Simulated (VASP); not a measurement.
Consider the following.

```yaml
crystal:
  lattice:
    - [0.00000, 3.12893, 3.12893]
    - [3.12893, 0.00000, 3.12893]
    - [3.12893, 3.12893, 0.00000]
  atoms:
    - { symbol: Pt, position: [0.00000, 0.00000, 0.00000] }
    - { symbol: Se, position: [0.25000, 0.25000, 0.25000] }
    - { symbol: Se, position: [0.75000, 0.75000, 0.75000] }
```

Computed with r2SCAN meta-GGA, VASP's PBE PAW potentials (set 64) (plane waves; VASP). Numerical set-up: 400 eV cut-off, 10×10×10 Γ-centred mesh, tetrahedra with Blöchl corrections, potentials Pt Se.

Problem. The job: PtSe2 (relaxed from the fluorite structure, space group Fm-3m), 3 atoms, r2SCAN, static run, 400 eV, 10×10×10 Γ-centred mesh. Roughly how much core time does it take on a busy server core?

Solution. About 7 core-minutes (one run on a shared machine, a rough figure). It had 47 irreducible k-points, 15 bands, up to 1139 plane waves and 20 electronic steps.

The structure was generated: PtSe2 was put into the fluorite type (Fm-3m), which need not be its known phase. It was relaxed first, which changed the volume by +12 %.
